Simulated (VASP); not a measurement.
Here is the system:

```
CELL_PARAMETERS angstrom
     -2.33580     2.33580     2.33580
      2.33580    -2.33580     2.33580
      2.33580     2.33580    -2.33580
ATOMIC_POSITIONS crystal
  Eu 0.00000 0.00000 0.00000
```

The numbers are results of PBE GGA, VASP's PBE PAW potentials (set 64) (plane waves; VASP), not measurements. Run with 400 eV cut-off, 8×8×8 Γ-centred mesh, first-order Methfessel-Paxton smearing of 0.10 eV, potentials Eu_2.

The 4f electrons are frozen in the core of the lanthanide potential, so 4f levels, which can set the real gap, and their magnetism are missing. Energy and stress use the plane-wave basis of the starting cell.

Task: The ions, cell shape and volume are relaxed. Give the cell that the relaxation ends in.

Result: 
```
CELL_PARAMETERS angstrom
     -2.21621     2.21621     2.21621
      2.21621    -2.21621     2.21621
      2.21621     2.21621    -2.21621
ATOMIC_POSITIONS crystal
  Eu 0.00000 0.00000 0.00000
```
Space group Im-3m (229), at a tolerance of 0.03 Å.

Task: How do energy and volume change from the first to the last step?

Result: The energy (σ→0) changes by -34.2 meV/atom and the volume by -14.6 %, in 4 ionic steps.

```csv
step,E(σ→0) (eV),max force (eV/Å),pressure (GPa),volume (Å³)
1,-1.8265,0.000,-1.46,50.98
2,-1.8497,0.000,-0.83,47.63
3,-1.8605,0.000,-0.11,44.02
4,-1.8607,0.000,0.00,43.54
```

The compound is Eu in the bcc structure. This run relaxes it. Symmetry was kept, so distortions that lower it aren't found.
